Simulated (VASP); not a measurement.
Here is the system:

```yaml
crystal:
  lattice:
    - [6.15700, 0.00000, 0.00000]
    - [0.00000, 6.15700, 0.00000]
    - [0.00000, 0.00000, 6.15700]
  atoms:
    - { symbol: Cs, position: [0.00000, 0.00000, 0.00000] }
    - { symbol: Sn, position: [0.50000, 0.50000, 0.50000] }
    - { symbol: I, position: [0.50000, 0.00000, 0.50000] }
    - { symbol: I, position: [0.00000, 0.50000, 0.50000] }
    - { symbol: I, position: [0.50000, 0.50000, 0.00000] }
```

Method: PBEsol GGA, VASP's PBE PAW potentials (set 64) (plane waves; VASP). Numerical set-up: 400 eV cut-off, Gaussian smearing of 0.050 eV, potentials Cs_sv Sn_d I.

Unless said otherwise, spin-orbit coupling is left out, though it shifts the bands of the heavy elements here.

### Question
Give the energies of bands 13 to 25 at the high-symmetry points, in eV from the valence-band maximum.

### Answer

```csv
band,Γ,X,M,R
13,-6.37,-7.31,-8.07,-8.78
14,-4.97,-4.86,-4.68,-3.49
15,-4.97,-4.86,-3.68,-3.49
16,-4.97,-3.29,-2.90,-3.49
17,-2.50,-2.75,-2.90,-2.67
18,-2.50,-2.75,-2.83,-2.67
19,-2.50,-2.68,-2.83,-1.86
20,-2.32,-2.46,-2.67,-1.86
21,-2.32,-2.46,-1.88,-1.86
22,-2.32,-1.66,-0.82,0.00
23,1.94,0.95,0.62,0.14
24,2.86,3.57,0.62,0.14
25,2.86,3.69,3.92,0.14
```

The gap is direct, 0.14 eV, from the valence maximum at R to the conduction minimum at R.

The compound is CsSnI3 in the cubic perovskite structure, the ideal cubic form; the compound distorts at low or room temperature. It was relaxed first.
